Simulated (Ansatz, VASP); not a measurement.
# W2CCl2 (W2CCl2 MXene monolayer) in two plane-wave programs

Aim: how closely do two programs agree when they are given the same cell, functional and k mesh? The cell is taken from a series of runs on this material, whose earlier steps may have relaxed, scaled, displaced or heated it; both programs get it as it stands.

Method: plane waves, with VASP 6.6.1 beside it; single point at PBE with D3(BJ), in Ansatz 0.2.0.

## Step 1: Starting point

The cell holds 5 atoms: 2 Cl, 2 W and 1 C. Cell: a = 3.354 Å, b = 3.354 Å, c = 23.451 Å, α = 90.0°, β = 90.0°, γ = 120.0°. Vacuum lies along c.

## Step 2: VASP: single point, PBE with D3(BJ)

With cell and atoms fixed, the geometry can't cause a difference; cores, projectors, grids and the points listed under the comparison can.

Lines of VASP's logs that name or quote its potential files are left out, and so is its time.

Contents of INCAR:

```
SYSTEM = W2CCl2
PREC = Accurate
ENCUT = 520
EDIFF = 1E-06
NELM = 120
ISMEAR = -1
SIGMA = 0.02585
LREAL = .FALSE.
ALGO = Normal
GGA = PE
IVDW = 12
NBANDS = 21
LASPH = .TRUE.
LORBIT = 11
LWAVE = .FALSE.
LCHARG = .FALSE.
ISIF = 2
LDIPOL = .TRUE.
IDIPOL = 3
DIPOL = 0.5 0.5 0.5
LVHAR = .TRUE.
GGA_COMPAT = .FALSE.
NELMDL = -8
KPAR = 2
```

Contents of POSCAR:

```
W2CCl2
1.0
    3.3543943833      0.0000000000      0.0000000000
   -1.6771971916      2.9049907502      0.0000000000
    0.0000000000      0.0000000000     23.4513985882
Cl W C
2 2 1
Direct
    0.3333333333      0.6666666667      0.3837724205
    0.6666666667      0.3333333333      0.6162275795
    0.6666666667      0.3333333333      0.4607722983
    0.3333333333      0.6666666667      0.5392277017
    0.0000000000      0.0000000000      0.5000000000
```

Contents of KPOINTS:

```
Automatic mesh
0
Gamma
18 18 1
0 0 0
```

PAW data sets: Cl, W and C (PBE family, release 64).

Started as:

```bash
$ mpirun -np 2 vasp_std
```

Numbers of over 12 decimals in the logs are rounded to 6 here.

The program printed:

```text
[banner, memory and clock lines left out]
running    2 mpi-ranks, on    1 nodes
 distrk:  each k-point on    1 cores,    2 groups
 distr:  one band on    1 cores,    1 groups

 POSCAR found type information on POSCAR ClW C
 POSCAR found :  3 types and       5 ions
 LDA part: xc-table for (Slater+PW92), standard interpolation
 POSCAR, INCAR and KPOINTS ok, starting setup
 FFT: planning ... GRIDC
 FFT: planning ... GRID_SOFT
 FFT: planning ... GRID
 WAVECAR not read
 entering main loop
       N       E                     dE             d eps       ncg     rms          rms(c)
DAV:   1     0.233924955444E+03    0.23392E+03   -0.11364E+04  1562   0.111E+03
DAV:   2    -0.136247016944E+02   -0.24755E+03   -0.23711E+03  2343   0.242E+02
DAV:   3    -0.437331151592E+02   -0.30108E+02   -0.29458E+02  1940   0.941E+01
DAV:   4    -0.448591689200E+02   -0.11261E+01   -0.11116E+01  2394   0.199E+01
DAV:   5    -0.448816933074E+02   -0.22524E-01   -0.22481E-01  2127   0.260E+00
DAV:   6    -0.448825849484E+02   -0.89164E-03   -0.89123E-03  2407   0.484E-01
DAV:   7    -0.448826218789E+02   -0.36930E-04   -0.36925E-04  2153   0.821E-02
DAV:   8    -0.448826238950E+02   -0.20161E-05   -0.20157E-05  2159   0.176E-02    0.392E+01
DAV:   9    -0.399125918853E+02    0.49700E+01   -0.24070E+01  2132   0.240E+01    0.156E+01
DAV:  10    -0.398403629591E+02    0.72229E-01   -0.19647E+00  2016   0.844E+00    0.611E+00
DAV:  11    -0.398162901917E+02    0.24073E-01   -0.23405E-01  2037   0.260E+00    0.707E-01
DAV:  12    -0.398081048115E+02    0.81854E-02   -0.50905E-02  2048   0.121E+00    0.456E-01
DAV:  13    -0.398073745388E+02    0.73027E-03   -0.63831E-03  1972   0.490E-01    0.112E-01
DAV:  14    -0.398072654076E+02    0.10913E-03   -0.60665E-04  2162   0.142E-01    0.471E-02
DAV:  15    -0.398072641760E+02    0.12315E-05   -0.92911E-05  2206   0.518E-02    0.204E-02
DAV:  16    -0.398073128688E+02   -0.48693E-04   -0.59883E-05  2060   0.376E-02    0.991E-03
DAV:  17    -0.398074023505E+02   -0.89482E-04   -0.10142E-05  2031   0.152E-02    0.751E-03
DAV:  18    -0.398075656941E+02   -0.16334E-03   -0.28883E-05  1928   0.201E-02    0.398E-03
DAV:  19    -0.398076049302E+02   -0.39236E-04   -0.32240E-06  1977   0.788E-03    0.247E-03
DAV:  20    -0.398076307354E+02   -0.25805E-04   -0.60571E-07  1542   0.402E-03    0.139E-03
DAV:  21    -0.398076462993E+02   -0.15564E-04   -0.37966E-07  1437   0.275E-03    0.791E-04
DAV:  22    -0.398076535490E+02   -0.72497E-05   -0.22750E-07  1432   0.201E-03    0.150E-03
DAV:  23    -0.398076548032E+02   -0.12542E-05   -0.33627E-08  1172   0.884E-04    0.448E-04
DAV:  24    -0.398076554689E+02   -0.66565E-06   -0.35242E-08  1175   0.615E-04
   1 F= -.41299133E+02 E0= -.41296850E+02  d E =-.456532E-02
```

From OUTCAR (step 2):

```text
ion  position               nearest neighbor table
   1  0.333  0.667  0.384-   3 2.65   3 2.65   3 2.65
   2  0.667  0.333  0.616-   4 2.65   4 2.65   4 2.65
   3  0.667  0.333  0.461-   5 2.14   5 2.14   5 2.14   1 2.65   1 2.65   1 2.65   4 2.67   4 2.67
                             4 2.67
   4  0.333  0.667  0.539-   5 2.14   5 2.14   5 2.14   2 2.65   2 2.65   2 2.65   3 2.67   3 2.67
                             3 2.67
   5  0.000  0.000  0.500-   3 2.14   4 2.14   4 2.14   3 2.14   3 2.14   4 2.14

  LATTYP: Found a hexagonal cell.
 ALAT       =     3.3543943833
 C/A-ratio  =     6.9912466778

 Subroutine GETGRP returns: Found 12 space group operations
 (whereof 12 operations were pure point group operations)

The static configuration has the point symmetry D_3d.

 Found     37 irreducible k-points:

   k-points           NKPTS =     37   k-points in BZ     NKDIM =     37   number of bands    NBANDS=     21

   dimension x,y,z NGX =    28 NGY =   28 NGZ =  180
   dimension x,y,z NGXF=    56 NGYF=   56 NGZF=  360

   ENCUT  =  520.0 eV  38.22 Ry    6.18 a.u.   6.24  6.24 43.60*2*pi/ulx,y,z

   NELECT =      30.0000    total number of electrons

 k-points in reciprocal lattice and weights: Automatic mesh
   0.00000000  0.00000000  0.00000000       0.003
   0.05555556 -0.00000000  0.00000000       0.019
   0.11111111 -0.00000000  0.00000000       0.019
   0.16666667 -0.00000000  0.00000000       0.019
   0.22222222 -0.00000000  0.00000000       0.019
   0.27777778  0.00000000  0.00000000       0.019
   0.33333333 -0.00000000  0.00000000       0.019
   0.38888889  0.00000000  0.00000000       0.019
   0.44444444 -0.00000000  0.00000000       0.019
[...]
0.33333333  0.27777778  0.00000000       0.037
   0.33333333  0.33333333  0.00000000       0.006

 dipolmoment           0.000000      0.000000      0.000000 electrons x Angstroem

 average (electrostatic) potential at core
       1 -97.8150       2 -97.8150       3 -46.8540       4 -46.8540       5 -56.0714

 E-fermi :  -0.1204

 k-point     1 :       0.0000    0.0000    0.0000
  band No.  band energies     occupation
    ...
     11      -3.7822      2.00000
     12      -3.7822      2.00000
     13      -3.5098      2.00000
     14      -3.5098      2.00000
     15      -0.2582      1.99036
     16       0.3408      0.00000
     17       0.5462      0.00000
     18       0.5462      0.00000
     19       1.4205      0.00000
     20       1.4205      0.00000
    ...

 k-point     2 :       0.0556   -0.0000    0.0000
  band No.  band energies     occupation
    ...
     11      -4.0678      2.00000
     12      -3.9500      2.00000
     13      -3.4275      2.00000
     14      -3.3375      2.00000
     15      -0.2790      1.99568
     16       0.2379      0.00000
     17       0.5497      0.00000
     18       0.7569      0.00000
     19       1.4048      0.00000
     20       1.4680      0.00000
    ...

 k-point     3 :       0.1111   -0.0000    0.0000
  band No.  band energies     occupation
    ...
     11      -4.5760      2.00000
     12      -4.1769      2.00000
     13      -3.4382      2.00000
     14      -3.0726      2.00000
     15      -0.3810      1.99992
     16       0.0598      0.00188
     17       0.5606      0.00000
     18       1.2084      0.00000
     19       1.4855      0.00000
     20       1.5990      0.00000
    ...

 Edisp (eV)   -1.49148

  Total      -0.19866    -0.19866    -0.70329    -0.00000     0.00000     0.00000
  in kB      -1.39283    -1.39283    -4.93082    -0.00000     0.00000     0.00000
  external pressure =       -2.57 kB  Pullay stress =        0.00 kB

  energy-cutoff  :      520.00
  volume of cell :      228.52
      direct lattice vectors                 reciprocal lattice vectors
     3.354394383  0.000000000  0.000000000     0.298116407  0.172117588  0.000000000
    -1.677197192  2.904990750  0.000000000     0.000000000  0.344235175  0.000000000
     0.000000000  0.000000000 23.451398588     0.000000000  0.000000000  0.042641380

 POSITION                                       TOTAL-FORCE (eV/Angst)
 -----------------------------------------------------------------------------------
     -0.00000      1.93666      9.00000        -0.000000      0.000000      0.053179
      1.67720      0.96833     14.45140         0.000000     -0.000000     -0.053179
      1.67720      0.96833     10.80575        -0.000000     -0.000000      0.197806
     -0.00000      1.93666     12.64564         0.000000     -0.000000     -0.197806
      0.00000      0.00000     11.72570        -0.000000     -0.000000      0.000000
 -----------------------------------------------------------------------------------
    total drift:                                0.000000     -0.000000     -0.000000

  FREE ENERGIE OF THE ION-ELECTRON SYSTEM (eV)
  ---------------------------------------------------
  free  energy   TOTEN  =       -41.2991327072 eV

  energy  without entropy=      -41.2945673915  energy(sigma->0) =      -41.29685005

 vacuum level on the upper side and lower side of the slab         3.848         3.848

 total charge
# of ion       s       p       d       tot
------------------------------------------
    1        1.606   3.506   0.000   5.112
    2        1.606   3.506   0.000   5.112
    3        0.553   0.619   4.367   5.539
    4        0.553   0.619   4.367   5.539
    5        0.853   1.603   0.000   2.455
--------------------------------------------------
tot          5.172   9.852   8.733  23.757

[... 3 further parts left out ...]
```

This run has no spin polarisation, so a moment on W, if there is one, isn't seen. The data set W keeps the semicore shell frozen, which is cheaper and a little less accurate.

## Step 3: Ansatz: single point, PBE with D3(BJ)

Ansatz runs on its default PAW (the set named soft_2) files.

The same cell, functional, mesh and smearing now go to Ansatz, which takes its cutoff from its data sets.

Contents of input.yaml:

```yaml
crystal:
  lattice:
    - [3.3543943833, 0.0, 0.0]
    - [-1.6771971916, 2.9049907502, 0.0]
    - [0.0, 0.0, 23.4513985882]
  atoms:
    - { symbol: Cl, position: [0.3333333333, 0.6666666667, 0.3837724205] }
    - { symbol: W, position: [0.6666666667, 0.3333333333, 0.4607722983] }
    - { symbol: C, position: [0.0, 0.0, 0.5] }
    - { symbol: W, position: [0.3333333333, 0.6666666667, 0.5392277017] }
    - { symbol: Cl, position: [0.6666666667, 0.3333333333, 0.6162275795] }
kpoints:
  mp_grid: { grid: [18, 18, 1] }
  band_path:
    path: [[0, 0, 0], [0.5, 0, 0], [0.33333333, 0.33333333, 0], [0, 0, 0]]
    npoints: 16
hamiltonian:
  xc: pbe
  dispersion: d3bj
scf:
  occupations: { method: fermi_dirac, width: 0.02585 }
  convergence: { dr2_threshold: 1.0e-10 }
efield:
  axis: 3
  dipole_correction: true
  ramp_position: 0.97
  ramp_width: 0.06
  amplitude: 0
output:
  dos: { projected: true, e_range: [-6, 5] }
  write_potential: true
  write_density: true
  volumetric_format: npy
  elf: true
```

Started as:

```bash
$ ansatz run input.yaml --threads 2 --pin off --max-ram 3072MiB --backend cpu --events-out ev --progress --plain --runs-dir out
```

The program printed:

```text
Engine: ansatz 0.2.0, aarch64-unknown-linux-gnu
Pseudopotentials: kind: paw
Pseudopotential: Cl, paw, valence charge 7, recommended cutoff 420 eV (normal), Cl.paw.azcp
Pseudopotential: W, paw, valence charge 14, recommended cutoff 420 eV (normal), W.paw.azcp
Pseudopotential: C, paw, valence charge 4, recommended cutoff 420 eV (normal), C.paw.azcp
Functional definition: PBE
  parameter kappa = 0.804
  parameter beta = 0.066725
  exchange = pbe_x(kappa = kappa, mu = beta*pi^2/3)
  correlation = pbe_c(beta = beta)
Crystal: 5 atoms, lattice volume = 228.522 Å³
Basis set: ecut = 420 eV, 4507 PW (Γ)
Bands: 28, of which v1, the nominal top of the filled ones, is band 23 counted from 1 (22 counted from 0)
Symmetry: 6 space group operations
k-points: 37 of 324 (time reversal used)
Non-local potential: Cl, projectors of the file, l = 0: 2, l = 1: 2, l = 2: 2
Non-local potential: W, projectors of the file, l = 0: 3, l = 1: 2, l = 2: 2, l = 3: 1
Non-local potential: C, projectors of the file, l = 0: 2, l = 1: 2, l = 2: 1
PAW form: soft (Blöchl's): semilocal exchange-correlation on the pseudo side does not see the compensation charge
PAW one-centre angular grid: Cl, 110 points (default); XC on 64 Gauss nodes
PAW one-centre angular grid: W, 590 points (default); XC on 64 Gauss nodes
PAW one-centre angular grid: C, 110 points (default); XC on 64 Gauss nodes
Initial density: superposition of atomic densities (neutral atoms: chi_scale 0, normalization atom), corrected by the library's trained network
Initial wavefunctions: pseudopotential atomic-orbital guess
Functional: x = pbe(κ = 0.804, μ = 0.219515), c = pbe(β = 0.066725)
SCF iter   1: F=—  HF=-23182.023674 eV  |F-HF|=—  |Δ(HF+E_count)|=         —  Δρ=8.84e-3  dr2=3.24e-1  ethr=1.77e-3  p=0.000 e·Å  D=2.65e-14 V/Å  ΔV_dip=-0.00 eV  dr2_dipole=5.59e-7  V_vac-E_F(+/−)=5.08/5.08 eV  ⟨swp⟩=9.9  Hψ=6096  notcnv=0
efield: sawtooth ramp at fractional position 0.9700 (set: `efield.ramp_position`, or a place that a band, a saddle search or an elastic batch's reference lends), width 0.0600; the density the first Hamiltonian is built on has a dipole p = 0.000 e·Å; the dipole correction subtracts the counter field D = 2.65e-14 V/Å, which shifts the + side's vacuum level by -0.00 eV against the − side's; the planar-averaged density in the ramp window peaks in size at 4.1e-6 e/Å³
preconditioner: auto → LDOS  [insulator: Δε(μ)=0.087 eV  Ē_g=8.690 eV  σ=0.026 eV  W_gap=0.68  n_scr=14 (ndim 8)  ℏωp=13.5 eV  f_vac=0.635  D(μ)=0.94/eV (n_scr^D=6)  ε∞_Penn≈3.4  β→1.0]
SCF iter   2: F=—  HF=-23182.019266 eV  |F-HF|=—  |Δ(HF+E_count)|=   4.41e-3  Δρ=4.92e-3  dr2=2.87e-1  ethr=7.04e-4  p=-0.000 e·Å  D=-5.07e-5 V/Å  ΔV_dip=0.00 eV  dr2_dipole=6.86e-6  V_vac-E_F(+/−)=3.38/3.38 eV  ⟨swp⟩=3.5  Hψ=2091  notcnv=0  defer=6
SCF iter   3: F=—  HF=-23181.969001 eV  |F-HF|=—  |Δ(HF+E_count)|=   5.03e-2  Δρ=9.82e-4  dr2=1.85e-3  ethr=6.24e-4  p=-0.000 e·Å  D=-8.47e-6 V/Å  ΔV_dip=0.00 eV  dr2_dipole=2.76e-9  V_vac-E_F(+/−)=4.04/4.04 eV  ⟨swp⟩=2.6  Hψ=1621  notcnv=0  defer=6
SCF iter   4: F=—  HF=-23181.968989 eV  |F-HF|=—  |Δ(HF+E_count)|=   1.14e-5  Δρ=3.12e-4  dr2=3.59e-4  ethr=4.01e-6  p=0.000 e·Å  D=3.01e-6 V/Å  ΔV_dip=-0.00 eV  dr2_dipole=4.55e-9  V_vac-E_F(+/−)=3.96/3.96 eV  ⟨swp⟩=3.2  Hψ=2661  notcnv=0  defer=7
SCF iter   5: F=—  HF=-23181.968947 eV  |F-HF|=—  |Δ(HF+E_count)|=   4.25e-5  Δρ=1.07e-4  dr2=3.15e-5  ethr=7.81e-7  p=-0.000 e·Å  D=-1.60e-6 V/Å  ΔV_dip=0.00 eV  dr2_dipole=1.30e-8  V_vac-E_F(+/−)=3.96/3.96 eV  ⟨swp⟩=2.0  Hψ=1487  notcnv=0  defer=7
SCF iter   6: F=—  HF=-23181.968948 eV  |F-HF|=—  |Δ(HF+E_count)|=   9.00e-7  Δρ=2.60e-5  dr2=1.50e-6  ethr=6.85e-8  p=0.000 e·Å  D=1.18e-6 V/Å  ΔV_dip=-0.00 eV  dr2_dipole=1.79e-9  V_vac-E_F(+/−)=3.96/3.96 eV  ⟨swp⟩=2.5  Hψ=1828  notcnv=0  defer=7
SCF iter   7: F=—  HF=-23181.968841 eV  |F-HF|=—  |Δ(HF+E_count)|=   1.07e-4  Δρ=5.39e-6  dr2=4.90e-8  ethr=3.26e-9  p=-0.000 e·Å  D=-3.94e-7 V/Å  ΔV_dip=0.00 eV  dr2_dipole=1.03e-9  V_vac-E_F(+/−)=3.96/3.96 eV  ⟨swp⟩=2.5  Hψ=2058  notcnv=0  defer=7
SCF iter   8: F=—  HF=-23181.968841 eV  |F-HF|=—  |Δ(HF+E_count)|=   1.56e-7  Δρ=1.09e-6  dr2=4.09e-9  ethr=1.06e-10  p=0.000 e·Å  D=3.03e-7 V/Å  ΔV_dip=-0.00 eV  dr2_dipole=4.21e-10  V_vac-E_F(+/−)=3.96/3.96 eV  ⟨swp⟩=2.4  Hψ=1868  notcnv=0  defer=7
SCF iter   9: F=—  HF=-23181.968841 eV  |F-HF|=—  |Δ(HF+E_count)|=   6.97e-9  Δρ=3.78e-7  dr2=1.46e-9  ethr=8.88e-12  p=-0.000 e·Å  D=-1.65e-7 V/Å  ΔV_dip=0.00 eV  dr2_dipole=2.00e-10  V_vac-E_F(+/−)=3.96/3.96 eV  ⟨swp⟩=2.2  Hψ=1590  notcnv=0  defer=7
SCF iter  10: F=-23181.968841 eV  HF=-23181.968841 eV  |F-HF|=3.27e-11  |Δ(HF+E_count)|=  1.86e-10  Δρ=9.04e-8  dr2=3.09e-11  ethr=1.00e-12  p=-0.000 e·Å  D=-3.39e-8 V/Å  ΔV_dip=0.00 eV  dr2_dipole=2.85e-12  V_vac-E_F(+/−)=3.96/3.96 eV  ⟨swp⟩=4.0  Hψ=3440  notcnv=0
SCF 1 converged in 10 iterations: F = -23181.968841 eV  dr2 = 3.09e-11
  greatest PAW one-centre occupation: 0.999 electrons in one spin orbital (limit 2), on the W atom at site 1 (counted from 0), in its partial waves of l = 0
NSCF: frozen V_eff on 49 k-points
efield: sawtooth ramp at fractional position 0.9700 (kept from the solve that this one continues, or follows in the run), width 0.0600; the density the first Hamiltonian is built on has a dipole p = -0.000 e·Å; the dipole correction subtracts the counter field D = -3.39e-8 V/Å, which shifts the + side's vacuum level by +0.00 eV against the − side's; the planar-averaged density in the ramp window peaks in size at 1.9e-6 e/Å³
WARN: The output density's exchange-correlation potential varies sharply where the density is thin. Do not read a vacuum level from v_tot or v_xc, or from such a field of the output density. On a cell that repeats whose density bears no net charge and no dipole along the vacuum's axis use v_es (v_loc + v_h of the components); under efield.dipole_correction with no amplitude use v_es + v_field, which holds any externa [...]
SCF converged after 10 iterations
Free energy (F): -23181.968841 eV
Harris-Foulkes:  -23181.968841 eV  (|F-HF|=3.27e-11)
Internal energy: -23181.964214 eV  (E = F + TS)
E sigma→0 (E₀):  -23181.966528 eV
Entropy (-TS):   -0.004628 eV (-0.926 meV/atom)
Fermi energy:    2.298644 eV
Dipole field:    D = 0.000002 V/Å  (p = 0.000003 e·Å, saw-weighted, corrected)
Work function:   Φ+ = 3.9616 eV   Φ− = 3.9617 eV
Levels:          The Fermi level and band energies are counted from a zero that moves with the ramp; work functions are not
--- Per-component energies (eV) ---
  E_band       = -883.149199
  E_kinetic    = 1318.008194
  E_local      = -44773.271264  (includes V_loc(G=0)·N_el)
  E_nonlocal   = 87.312997
  E_hartree    = 21759.156510
  E_xc         = -796.660563
  E_vxc        = -781.997050  (∫ρ·V_xc dr)
  E_paw        = -18543.574396  (= ΣΔE_a)
  E_vpaw       = -251.514823  (= ΣTr[D̂ρ^β])
  E_aug_tail   = 0.000059  (compensation charges beyond the density's cutoff)
  E_efield     = 0.000000  (sawtooth field / dipole correction)
  E_vefield    = 0.000000  (∫n·V_field dr)
  E_ewald      = 17768.555889
  E_disp       = -1.491638  (pairwise vdW)
  E_smearing   = -0.004628  (= −TS)
  E_closure    = 0.000000  (closes the sum)
  Σ components = -23181.968841   (vs F -23181.968841, Δ=0.00e0)
--- Band table (eV; the first three rows and the last of 37) ---
  k-point 0: bands = [... 19 lower, -1.3875, -1.0909, -1.0909, 2.1616, 2.7178, 2.9732, 2.9732, 3.8357, ... 1 higher]
  k-point 1: bands = [... 19 lower, -1.5492, -1.0143, -0.9245, 2.1402, 2.6396, 2.9767, 3.1604, 3.8194, ... 1 higher]
  k-point 2: bands = [... 19 lower, -1.7741, -1.0269, -0.6612, 2.0361, 2.4726, 2.9877, 3.6069, 3.8980, ... 1 higher]
  k-point 36: bands = [... 19 lower, -2.2130, 0.1969, 0.3334, 0.3334, 3.5086, 3.5086, 3.8680, 5.3531, ... 1 higher]
```

The column dr2 measures how far the density is from self-consistency, as an energy; F and HF (Harris–Foulkes) agree once it is small.

## Step 4: Side by side

Known differences besides the potentials themselves: the data sets hold 46 valence electrons in Ansatz (on its default PAW (the set named soft_2) files) and 30 in VASP; the cutoff is 420 eV in Ansatz and 520 eV in VASP. Total energies have different zeros and are not compared.

The two programs side by side:

```
                                   quantity  Ansatz  VASP  difference
 work function, lower of the two faces (eV)    3.96  3.97       -0.01
work function, higher of the two faces (eV)    3.96  3.97       -0.01
```

With vacuum in the cell, a pressure given here is an average over mostly empty space and none of the material.

## Step 5: Results

```json
{
 "difference in work function, lower of the two faces (single point, PBE with D3(BJ))": "-0.0068 eV"
}
```

The difference in work function, lower of the two faces is -0.0068 eV (single point, PBE with D3(BJ)). The data sets hold unlike numbers of valence electrons (46 in Ansatz and 30 in VASP), so part of the differences comes from the potentials. How closely two codes agree says nothing of how well the functional describes the real material.

[Lines on the potential files, build, host, timing and source positions are cut from VASP's logs without a mark.]

[Logs are printed without paths, hosts, clocks, repeated set-up lines and the standing remarks that a program may print on its own settings, such as how far it seeks lower states.]

[Hosts, paths, dates, database ids (printed as entryN), source tags and the programs' standing remarks are cut or masked in the printed files.]
